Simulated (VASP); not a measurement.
Here is the system:

```yaml
crystal:
  lattice:
    - [0.00000, 2.91720, 2.91720]
    - [2.91720, 0.00000, 2.91720]
    - [2.91720, 2.91720, 0.00000]
  atoms:
    - { symbol: Li, position: [0.25000, 0.25000, 0.25000] }
    - { symbol: Li, position: [0.75000, 0.75000, 0.75000] }
    - { symbol: S, position: [0.00000, 0.00000, 0.00000] }
```

Calculation: PBE GGA, VASP's PBE PAW potentials (set 64) (plane waves; VASP 6.6.1). Numerical set-up: 520 eV cut-off, 6×6×6 Γ-centred mesh, Gaussian smearing of 0.020 eV, potentials Li_sv S.

Question: What does the run give for the energy per atom (σ→0), pressure, band gap (on the k-mesh) with the smallest direct gap where there is one?

Answer: 
```yaml
band gap (on the k-mesh): 3.43 eV
smallest direct gap (on the k-mesh): 3.93 eV
energy per atom (σ→0): -3.990 eV/atom
pressure: -24.6 kbar
```

Total energies compare only between runs with the same potentials, cut-off and functional.

The compound is Li2S in the antifluorite structure. The cell was not relaxed at this level. The run is one of a series of settings (SIGMA = 0.02 against the base run), some of them coarse on purpose.
